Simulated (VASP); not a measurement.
OSZICAR of a VASP run on K (bcc):

**OSZICAR**
```
       N       E                     dE             d eps       ncg     rms          rms(c)
DAV:   1     0.109713467550E+02    0.10971E+02   -0.30546E+03   511   0.695E+02
DAV:   2    -0.957062024906E+00   -0.11928E+02   -0.11926E+02   574   0.854E+01
DAV:   3    -0.102933452601E+01   -0.72273E-01   -0.72268E-01   763   0.841E+00
DAV:   4    -0.102942127309E+01   -0.86747E-04   -0.86756E-04   602   0.223E-01
DAV:   5    -0.102942198549E+01   -0.71240E-06   -0.71247E-06   805   0.166E-02    0.134E+00
DAV:   6    -0.103000251740E+01   -0.58053E-03   -0.10291E-03   630   0.272E-01    0.830E-01
DAV:   7    -0.103072149613E+01   -0.71898E-03   -0.23624E-03   602   0.412E-01    0.445E-02
DAV:   8    -0.103075964440E+01   -0.38148E-04   -0.84449E-05   672   0.954E-02    0.117E-02
DAV:   9    -0.103076208264E+01   -0.24382E-05   -0.77858E-06   616   0.236E-02    0.254E-03
DAV:  10    -0.103076147564E+01    0.60700E-06   -0.13358E-06   567   0.106E-02
   1 F= -.10307615E+01 E0= -.10306209E+01  d E =-.421830E-03
```

Which electronic solver shows in the log?

It is blocked Davidson (ALGO = Normal, or the opening steps of other solvers). The INCAR had ALGO = Normal.

Can the final energy be trusted as converged?

Self-consistency was reached. It stopped with EDIFF = 1E-6, NELM = 100 (PBE GGA, plane waves, VASP's PBE PAW potentials (set 64)).

The compound is K in the bcc structure. The cell was not relaxed at this level. The run is one of a series of settings (ENCUT = 520, POTCAR K_pv (PBE.64 set) against the base run), some of them coarse on purpose.
